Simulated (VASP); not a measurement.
Write the native input for VASP 6.6.1 that does the following.

- Task: single point
- Functional: PBE
- Potentials or basis: VASP PAW PBE potentials, release 64 (Cd, Hg, P)
- Cutoff: 520 eV
- k mesh: 8 × 8 × 6
- Occupations: gaussian, width 0.1 eV
- Spin: no spin polarisation
- Dipole correction: no
- Further INCAR settings: ALGO = Fast; EDIFF = 1e-06; NBANDS = 38

The structure of CdHgP lies in POSCAR:

```
CdHgP
1.0
    5.0067881142      0.0000000000      0.0000000000
    0.0000000000      5.0067881142      0.0000000000
    0.0000000000      0.0000000000      6.1620397108
Cd Hg P
2 2 2
Direct
    0.0000000000      0.0000000000      0.7500000000
    0.0000000000      0.0000000000      0.2500000000
    0.5000000000      0.5000000000      0.0000000000
    0.5000000000      0.5000000000      0.5000000000
    0.5000000000      0.0000000000      0.5000000000
    0.0000000000      0.5000000000      0.0000000000
```

The cell was built by a generator and needn't be a form met in nature.

The cell isn't the ideal one: species swapped into the TbCoC type (P4_2/mmc, No. 131).

These files were run (other wordings do the same):

INCAR

```
SYSTEM = CdHgP
ALGO = Fast
EDIFF = 1E-6
ENCUT = 520
GGA = PE
ISIF = 2
ISMEAR = 0
LASPH = .True.
LCHARG = .True.
LELF = .True.
LREAL = .False.
LVHAR = .True.
LWAVE = .False.
NBANDS = 38
NELM = 100
PREC = Accurate
SIGMA = 0.1
```

KPOINTS

```
k-points
0
Gamma
  8 8 6
  0 0 0
```

Potentials or basis: VASP PAW PBE potentials, release 64 (Cd, Hg, P).

The run is started by

```sh
$ cat potpaw_PBE.64/Cd/POTCAR potpaw_PBE.64/Hg/POTCAR potpaw_PBE.64/P/POTCAR > POTCAR
$ mpirun -np 1 vasp_std > vasp.out
```

Results of the run:

The pressure is 0.2 GPa. The band gap on the k mesh is none (metal or under the smearing width).

Wall time 4 min on 1 thread of Intel(R) Xeon(R) Platinum 8488C (Sapphire Rapids) (shared host), peak memory 0.47 GiB.
